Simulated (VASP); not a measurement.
Computed with PBE GGA, VASP's PBE PAW potentials (set 64) (plane waves; VASP).

The input files of a VASP run:

**INCAR**
```
! general
SYSTEM   =  SnSe
PREC     =  Accurate
ENCUT    =  400   ! plane-wave cut-off (eV)
LREAL    =  F   ! projection in real space or not
LASPH    =  T   ! aspherical one-centre terms

! electronic loop
EDIFF    =  1E-6   ! SCF stop (eV)
NELM     =  100   ! most electronic steps
ALGO     =  Normal
LMAXMIX  =  4   ! l cut-off of mixed one-centre charges

! smearing
ISMEAR   =  0   ! Gaussian
SIGMA    =  0.05   ! width (eV)

! functional
GGA      =  PE   ! PBE

! output
LWAVE    =  F
LCHARG   =  T
```

File POSCAR:
```
SnSe
1
   11.8399211608     0.0000000000     0.0000000000
    0.0000000000     4.2030060589     0.0000000000
    0.0000000000    -0.0000000000     4.5602566180
Sn Se
4 4
Direct
  0.1216397320   0.2500000000   0.1132053130
  0.3783602680   0.7500000000   0.6132053130
  0.8783602680   0.7500000000   0.8867946870
  0.6216397320   0.2500000000   0.3867946870
  0.8538009571   0.2500000000   0.4785319157
  0.6461990429   0.7500000000   0.9785319157
  0.1461990429   0.7500000000   0.5214680843
  0.3538009571   0.2500000000   0.0214680843
```

File KPOINTS:
```
Regular mesh
0
G
  2 5 5
```

POTCAR, in this order: Sn_d Se (PBE.64 set). Program: vasp_std.

Output of the run:

OSZICAR:
```
       N       E                     dE             d eps       ncg     rms          rms(c)
DAV:   1     0.791255234045E+03    0.79126E+03   -0.32155E+04  1808   0.180E+03
DAV:   2     0.974249193248E+02   -0.69383E+03   -0.67527E+03  1736   0.529E+02
DAV:   3    -0.259548902266E+02   -0.12338E+03   -0.11805E+03  2112   0.190E+02
DAV:   4    -0.334246127373E+02   -0.74697E+01   -0.73750E+01  2008   0.487E+01
DAV:   5    -0.336812788547E+02   -0.25667E+00   -0.25647E+00  2072   0.945E+00    0.623E+00
DAV:   6    -0.328679566636E+02    0.81332E+00   -0.16998E+00  2376   0.593E+00    0.389E+00
DAV:   7    -0.328671093998E+02    0.84726E-03   -0.58479E-01  2232   0.255E+00    0.160E+00
DAV:   8    -0.328665756421E+02    0.53376E-03   -0.54591E-02  2216   0.148E+00    0.331E-01
DAV:   9    -0.328668290570E+02   -0.25341E-03   -0.77995E-03  2112   0.578E-01    0.115E-01
DAV:  10    -0.328670064747E+02   -0.17742E-03   -0.87809E-04  2048   0.134E-01    0.647E-02
DAV:  11    -0.328670837463E+02   -0.77272E-04   -0.25688E-04  2272   0.865E-02    0.181E-02
DAV:  12    -0.328670730152E+02    0.10731E-04   -0.35477E-05  2160   0.308E-02    0.661E-03
DAV:  13    -0.328670739865E+02   -0.97131E-06   -0.55606E-06  1656   0.106E-02
   1 F= -.32867074E+02 E0= -.32867074E+02  d E =-.539758E-13
```

OUTCAR:
```
------------------------ aborting loop because EDIFF is reached ----------------------------------------
  FORCE on cell =-STRESS in cart. coord.  units (eV):
  Direction    XX          YY          ZZ          XY          YZ          ZX
  --------------------------------------------------------------------------------------
  Total       -0.0132434      0.1013746     -0.0170093      0.0000000      0.0000000      0.0000000
  in kB       -0.0934999      0.7157178     -0.1200875      0.0000000      0.0000000      0.0000000
  external PRESSURE =       0.1673768 kB  Pullay stress =       0.0000000 kB
  volume of cell :      226.93
      direct lattice vectors                 reciprocal lattice vectors
    11.839921161  0.000000000  0.000000000     0.084460022  0.000000000  0.000000000
     0.000000000  4.203006059  0.000000000     0.000000000  0.237924948  0.000000000
     0.000000000  0.000000000  4.560256618     0.000000000  0.000000000  0.219285905
 POSITION                                       TOTAL-FORCE (eV/Angst)
 -----------------------------------------------------------------------------------
      1.44020      1.05075      0.51625        -0.007777     -0.000000      0.005802
      4.47976      3.15225      2.79637         0.007777      0.000000      0.005802
     10.39972      3.15225      4.04401         0.007777      0.000000     -0.005802
      7.36017      1.05075      1.76388        -0.007777     -0.000000     -0.005802
     10.10894      1.05075      2.18223         0.012099      0.000000      0.007103
      7.65095      3.15225      4.46236        -0.012099      0.000000      0.007103
      1.73099      3.15225      2.37803        -0.012099     -0.000000     -0.007103
      4.18898      1.05075      0.09790         0.012099     -0.000000     -0.007103
 -----------------------------------------------------------------------------------
    total drift:                                0.000000      0.000000      0.000000
  FREE ENERGIE OF THE ION-ELECTRON SYSTEM (eV)
  ---------------------------------------------------
  free  energy   TOTEN  =       -32.8670739865 eV

  energy  without entropy=      -32.8670739865  energy(sigma->0) =      -32.86707399
```
(Selected blocks of OUTCAR.)

### OUTCAR
```
 val. band max:        4.7063263597   @ k =   0.0000   0.0000   0.4000

 cond. band min:       5.5454905911   @ k =   0.0000   0.4000   0.0000


 Fermi energy:         4.9500642961

 k-point     1 :       0.0000    0.0000    0.0000
  band No.  band energies     occupation
      1     -16.5085      2.00000
      2     -16.5016      2.00000
      3     -16.4973      2.00000
      4     -16.4956      2.00000
      5     -16.4953      2.00000
      6     -16.4925      2.00000
      7     -16.4922      2.00000
      8     -16.4892      2.00000
      9     -16.4795      2.00000
     10     -16.4785      2.00000
     11     -16.4706      2.00000
     12     -16.4663      2.00000
     13     -16.4641      2.00000
     14     -16.4638      2.00000
     15     -16.4473      2.00000
     16     -16.4462      2.00000
     17     -16.4396      2.00000
     18     -16.4394      2.00000
     19     -16.4381      2.00000
     20     -16.4312      2.00000
     21      -8.6779      2.00000
     22      -8.4199      2.00000
     23      -7.7192      2.00000
     24      -7.3641      2.00000
     25      -2.1995      2.00000
     26      -1.3283      2.00000
     27      -0.5837      2.00000
     28      -0.2224      2.00000
     29       0.2040      2.00000
     30       1.6393      2.00000
     31       1.7149      2.00000
     32       1.7295      2.00000
     33       1.9943      2.00000
     34       2.1161      2.00000
     35       2.7729      2.00000
     36       3.0330      2.00000
     37       3.3031      2.00000
     38       3.6168      2.00000
     39       4.1711      2.00000
     40       4.3657      2.00000
     41       5.5514      0.00000
     42       7.5807      0.00000
     43       7.7400      0.00000
     44       7.7746      0.00000
     45       8.0127      0.00000
     46       8.2904      0.00000
     47       8.6586      0.00000
     48       9.2625      0.00000

 k-point     2 :       0.5000    0.0000    0.0000
  band No.  band energies     occupation
...
```

Without a dispersion term in the relaxation, distances and binding between the weakly bound layers, chains or molecules are unreliable, and so is what depends on them. Unless said otherwise, spin-orbit coupling is left out, though it shifts the bands of the heavy elements here.

The structure was generated: SnSe was put into the GeS type (Pnma), which need not be its known phase. It was relaxed first.
